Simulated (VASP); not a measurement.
Calculation: HSE06 screened hybrid, VASP's PBE PAW potentials (set 64) (plane waves; VASP).

VASP input:

KPOINTS:
```
Automatic mesh
0
Gamma
5 5 5
0 0 0
```

File POSCAR:
```
KI
1
    0.0000000000     3.5424350000     3.5424350000
    3.5424350000     0.0000000000     3.5424350000
    3.5424350000     3.5424350000     0.0000000000
K I
1 1
Direct
 -0.0003540000  -0.0017200000   0.0001060000
  0.5003540000   0.5017200000   0.4998940000
```

**INCAR**
```
SYSTEM = KI
PREC = Accurate
ENCUT = 210
EDIFF = 1E-6
NELM = 100
ALGO = Normal
LREAL = .FALSE.
LASPH = .TRUE.
ISMEAR = 0
SIGMA = 0.01
GGA = PE
HFSCREEN = 0.2
AEXX = 0.25
LHFCALC = .TRUE.
PRECFOCK = Fast
ISYM = 3
LMAXMIX = 4
LWAVE = .FALSE.
LCHARG = .FALSE.
ISIF = 2
```

POTCAR, in this order: K_sv I (PBE.64 set). Program: vasp_std.

Gaps are read on the run's mesh, which can miss a band edge. Unless said otherwise, spin-orbit coupling is left out, though it shifts the bands of the heavy elements here.

Task: Estimate the energy per atom (σ→0), band gap (on the k-mesh).

Result: 
The energy per atom (σ→0) is -3.213 eV/atom and the band gap (on the k-mesh) comes out as 4.97 eV.

**OSZICAR**
```
...
DAV:  15    -0.642670624259E+01   -0.52892E-04   -0.16516E-05  1808   0.274E-02    0.288E-02
DAV:  16    -0.642673338303E+01   -0.27140E-04   -0.80308E-06  1772   0.188E-02    0.169E-02
DAV:  17    -0.642674715667E+01   -0.13774E-04   -0.39164E-06  1784   0.128E-02    0.105E-02
DAV:  18    -0.642675408131E+01   -0.69246E-05   -0.19048E-06  1780   0.879E-03    0.691E-03
DAV:  19    -0.642675752930E+01   -0.34480E-05   -0.91551E-07  1560   0.606E-03    0.471E-03
DAV:  20    -0.642675923170E+01   -0.17024E-05   -0.45924E-07  1252   0.435E-03    0.326E-03
DAV:  21    -0.642676006606E+01   -0.83436E-06   -0.24166E-07  1232   0.318E-03
   1 F= -.64267601E+01 E0= -.64267601E+01  d E =-.955795E-30
```

The structure comes from a computed database's KI entry; how it stands against other phases isn't given here. The cell was not relaxed at this level, atoms are displaced from their ideal sites. The run is one of a series of settings (AEXX = 0.25, ENCUT = 210, GGA = PE, HFSCREEN = 0.2, ISYM = 3, LHFCALC = .TRUE., PRECFOCK = Fast, KPOINTS 5×5×5 Γ-centred mesh against the base run), some of them coarse on purpose.
